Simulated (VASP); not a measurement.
Output of a VASP run:

### OSZICAR
```
       N       E                     dE             d eps       ncg     rms          rms(c)
DAV:   1     0.304991544242E+03    0.30499E+03   -0.20931E+04  1328   0.270E+03
DAV:   2     0.107589154503E+02   -0.29423E+03   -0.28216E+03  1404   0.472E+02
DAV:   3    -0.215106866687E+02   -0.32270E+02   -0.32007E+02  1542   0.162E+02
DAV:   4    -0.222091488509E+02   -0.69846E+00   -0.69742E+00  1494   0.249E+01
DAV:   5    -0.222146418056E+02   -0.54930E-02   -0.54923E-02  1494   0.213E+00    0.145E+01
DAV:   6    -0.193292932794E+02    0.28853E+01   -0.10247E+01  2386   0.715E+01    0.941E+00
DAV:   7    -0.194587594664E+02   -0.12947E+00   -0.22870E+00  1382   0.183E+01    0.555E+00
DAV:   8    -0.194710001741E+02   -0.12241E-01   -0.75631E-01  1998   0.870E+00    0.173E+00
DAV:   9    -0.194129065762E+02    0.58094E-01   -0.15831E-01  2094   0.735E+00    0.372E-01
DAV:  10    -0.194156055223E+02   -0.26989E-02   -0.53537E-02  1356   0.177E+00    0.137E-01
DAV:  11    -0.194155223762E+02    0.83146E-04   -0.19769E-03  1854   0.795E-01    0.371E-02
DAV:  12    -0.194155482885E+02   -0.25912E-04   -0.24164E-04  1756   0.365E-01    0.141E-02
DAV:  13    -0.194155516753E+02   -0.33868E-05   -0.21407E-05  1486   0.946E-02    0.837E-03
DAV:  14    -0.194155527524E+02   -0.10771E-05   -0.36049E-06  1346   0.284E-02    0.724E-03
DAV:  15    -0.194155518604E+02    0.89201E-06   -0.14464E-06   720   0.125E-02
   1 F= -.19415552E+02 E0= -.19415552E+02  d E =-.194156E+02
```

**OUTCAR**
```
------------------------ aborting loop because EDIFF is reached ----------------------------------------
  FORCE on cell =-STRESS in cart. coord.  units (eV):
  Direction    XX          YY          ZZ          XY          YZ          ZX
  --------------------------------------------------------------------------------------
  Total       -0.0290685     -0.0290685     -0.0711573      0.0000000      0.0000000      0.0000000
  in kB       -0.9824380     -0.9824383     -2.4049278      0.0000000      0.0000000      0.0000000
  external PRESSURE =      -1.4566014 kB  Pullay stress =       0.0000000 kB
  volume of cell :       47.41
      direct lattice vectors                 reciprocal lattice vectors
     3.233407944  0.000000000  0.000000000     0.309271214  0.178557791  0.000000000
    -1.616703972  2.800213849  0.000000000     0.000000000  0.357115583  0.000000000
     0.000000000  0.000000000  5.235717357     0.000000000  0.000000000  0.190995795
  FREE ENERGIE OF THE ION-ELECTRON SYSTEM (eV)
  ---------------------------------------------------
  free  energy   TOTEN  =       -19.4155518604 eV

  energy  without entropy=      -19.4155518604  energy(sigma->0) =      -19.41555186

 reached required accuracy - stopping structural energy minimisation
```
(Selected blocks of OUTCAR.)

**POSCAR**
```
ZnO
1
    3.2334079439     0.0000000000     0.0000000000
   -1.6167039720     2.8002138490    -0.0000000000
    0.0000000000     0.0000000000     5.2357173569
Zn O
2 2
Direct
  0.3333330000   0.6666670000   0.9986209824
  0.6666670000   0.3333330000   0.4986209824
  0.3333330000   0.6666670000   0.3763790176
  0.6666670000   0.3333330000   0.8763790176
```

Q: Write an INCAR and KPOINTS that could have produced this output.

A: One answer among several that fit: the input of the run itself, PBEsol GGA, plane waves, VASP's PBE PAW potentials (set 64).

File KPOINTS:
```
Automatic mesh
0
Gamma
8 8 4
0 0 0
```

### INCAR
```
SYSTEM = ZnO
PREC = Accurate
ENCUT = 620
EDIFF = 1E-6
NELM = 100
ALGO = Normal
LREAL = .FALSE.
LASPH = .TRUE.
ISMEAR = 0
SIGMA = 0.05
GGA = PS
LMAXMIX = 4
LWAVE = .FALSE.
LCHARG = .FALSE.
IBRION = 2
ISIF = 3
NSW = 40
EDIFFG = -0.02
```

POTCAR, in this order: Zn O (PBE.64 set). Program: vasp_std.

The structure was generated: ZnO was put into the wurtzite type (P6_3mc), which need not be its known phase. It was relaxed first, which changed the volume by +16 %.
